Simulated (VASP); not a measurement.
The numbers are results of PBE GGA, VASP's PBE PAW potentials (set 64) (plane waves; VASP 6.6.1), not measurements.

VASP ran on this input.

**POSCAR**
```
CdSe
1
    2.2177305509    -3.8412217378     0.0000000000
    2.2177305509     3.8412217378     0.0000000000
    0.0000000000     0.0000000000     7.2336414898
Cd Se
2 2
Direct
  0.6666670000   0.3333330000   0.5000300930
  0.3333330000   0.6666670000   0.0000300930
  0.6666670000   0.3333330000   0.8759699070
  0.3333330000   0.6666670000   0.3759699070
```

**INCAR**
```
SYSTEM = CdSe
PREC = Accurate; ENCUT = 520; LREAL = .FALSE.
LASPH = .TRUE.
EDIFF = 1E-7; NELM = 100; ALGO = Normal
LMAXMIX = 4
ISMEAR = 0; SIGMA = 0.05
GGA = PE
IBRION = 2; NSW = 30; ISIF = 4
EDIFFG = -0.01
LWAVE = .FALSE.; LCHARG = .FALSE.
```

KPOINTS:
```
kpoints
0
G
7 7 4
```

POTCAR, in this order: Cd Se (PBE.64 set). Program: vasp_std.

The resulting files:

### OUTCAR
```
 ion  position               nearest neighbor table
   1  0.667  0.333  0.500-   4 2.71   4 2.71   4 2.71   3 2.72
   2  0.333  0.667  0.000-   3 2.71   3 2.71   3 2.71   4 2.72
   3  0.667  0.333  0.876-   2 2.71   2 2.71   2 2.71   1 2.72
   4  0.333  0.667  0.376-   1 2.71   1 2.71   1 2.71   2 2.72
  LATTYP: Found a hexagonal cell.
 ALAT       =     4.4354608820
 C/A-ratio  =     1.6308658068
 Subroutine PRICEL returns:
 Original cell was already a primitive cell.
 Subroutine GETGRP returns: Found 12 space group operations
The static configuration has the point symmetry C_3v.
 The point group associated with its full space group is C_6v.
The dynamic configuration has the point symmetry C_3v.
 Subroutine INISYM returns: Found 12 space group operations
 Subroutine IBZKPT returns following result:
 Found     24 irreducible k-points:

 Following reciprocal coordinates:
            Coordinates               Weight
  0.000000  0.000000  0.000000      1.000000
  0.142857 -0.000000  0.000000      6.000000
  0.285714 -0.000000  0.000000      6.000000
  0.428571 -0.000000  0.000000      6.000000
  0.142857  0.142857  0.000000      6.000000
...
```

File OSZICAR:
```
       N       E                     dE             d eps       ncg     rms          rms(c)
DAV:   1     0.240175487085E+03    0.24018E+03   -0.17066E+04  1056   0.146E+03
DAV:   2     0.171849070516E+01   -0.23846E+03   -0.23383E+03  1194   0.342E+02
DAV:   3    -0.116451199618E+02   -0.13364E+02   -0.13317E+02  1272   0.812E+01
DAV:   4    -0.117648660795E+02   -0.11975E+00   -0.11972E+00  1146   0.763E+00
DAV:   5    -0.117659024102E+02   -0.10363E-02   -0.10363E-02  1284   0.653E-01    0.759E+00
DAV:   6    -0.110100383458E+02    0.75586E+00   -0.17377E+00  1252   0.122E+01    0.607E+00
DAV:   7    -0.109799896238E+02    0.30049E-01   -0.51648E-01  1176   0.393E+00    0.260E+00
DAV:   8    -0.109799918859E+02   -0.22621E-05   -0.49121E-02  1122   0.242E+00    0.331E-01
DAV:   9    -0.109798302604E+02    0.16163E-03   -0.82772E-03  1212   0.109E+00    0.998E-02
DAV:  10    -0.109800291939E+02   -0.19893E-03   -0.89324E-04  1146   0.335E-01    0.764E-02
DAV:  11    -0.109801545292E+02   -0.12534E-03   -0.31951E-04  1140   0.118E-01    0.240E-02
DAV:  12    -0.109801229432E+02    0.31586E-04   -0.11327E-04  1218   0.102E-01    0.668E-03
DAV:  13    -0.109801260879E+02   -0.31446E-05   -0.19697E-05  1200   0.225E-02    0.772E-03
DAV:  14    -0.109801257951E+02    0.29277E-06   -0.70682E-07  1242   0.400E-03    0.392E-03
DAV:  15    -0.109801261041E+02   -0.30895E-06   -0.38637E-07  1152   0.270E-03    0.874E-04
DAV:  16    -0.109801260404E+02    0.63642E-07   -0.11911E-08   672   0.773E-04
   1 F= -.10980126E+02 E0= -.10980126E+02  d E =-.109801E+02
```

File OUTCAR:
```
------------------------ aborting loop because EDIFF is reached ----------------------------------------
  FORCE on cell =-STRESS in cart. coord.  units (eV):
  Direction    XX          YY          ZZ          XY          YZ          ZX
  --------------------------------------------------------------------------------------
  Total       -0.9447254     -0.9447253     -0.9230619      0.0000000      0.0000000      0.0000000
  in kB      -12.2814900    -12.2814884    -11.9998627      0.0000000      0.0000000      0.0000000
  external PRESSURE =     -12.1876137 kB  Pullay stress =       0.0000000 kB
  volume of cell :      123.24
      direct lattice vectors                 reciprocal lattice vectors
     2.217730551 -3.841221738  0.000000000     0.225455703 -0.130166919  0.000000000
     2.217730551  3.841221738  0.000000000     0.225455703  0.130166919  0.000000000
     0.000000000  0.000000000  7.233641490     0.000000000  0.000000000  0.138242958
  FREE ENERGIE OF THE ION-ELECTRON SYSTEM (eV)
  ---------------------------------------------------
  free  energy   TOTEN  =       -10.9801260404 eV

  energy  without entropy=      -10.9801260404  energy(sigma->0) =      -10.98012604

 reached required accuracy - stopping structural energy minimisation
```
(Selected blocks of OUTCAR.)

File OUTCAR:
```
 val. band max:        0.2657605264   @ k =   0.0000   0.0000   0.0000

 cond. band min:       0.7310884324   @ k =   0.0000   0.0000   0.0000


 Fermi energy:         0.5215076353

 k-point     1 :       0.0000    0.0000    0.0000
  band No.  band energies     occupation
      1     -11.8645      2.00000
      2     -11.5626      2.00000
      3      -7.4019      2.00000
      4      -7.3974      2.00000
      5      -7.3974      2.00000
      6      -7.3454      2.00000
      7      -7.3454      2.00000
      8      -7.1452      2.00000
      9      -7.1452      2.00000
     10      -7.0980      2.00000
     11      -7.0980      2.00000
     12      -6.8853      2.00000
     13      -3.6149      2.00000
     14      -0.3791      2.00000
     15      -0.3791      2.00000
     16       0.2300      2.00000
     17       0.2657      2.00000
     18       0.2658      2.00000
     19       0.7311      0.00000
     20       2.3613      0.00000
     21       6.1063      0.00000
     22       6.1063      0.00000

 k-point     2 :       0.1429   -0.0000    0.0000
  band No.  band energies     occupation
      1     -11.8149      2.00000
      2     -11.5401      2.00000
      3      -7.3871      2.00000
      4      -7.3804      2.00000
      5      -7.3546      2.00000
      6      -7.3230      2.00000
      7      -7.3221      2.00000
      8      -7.1531      2.00000
      9      -7.1448      2.00000
     10      -7.1113      2.00000
     11      -7.0947      2.00000
     12      -6.8572      2.00000
     13      -3.5133      2.00000
     14      -1.1144      2.00000
     15      -0.8595      2.00000
     16      -0.5854      2.00000
     17       0.1045      2.00000
     18       0.1438      2.00000
     19       1.8382      0.00000
     20       3.0832      0.00000
     21       5.5973      0.00000
     22       6.3637      0.00000

 k-point     3 :       0.2857   -0.0000    0.0000
  band No.  band energies     occupation
      1     -11.6964      2.00000
...
```

The compound is CdSe in the wurtzite structure. This cell is one point of a volume scan, at 1.03 of the reference volume.
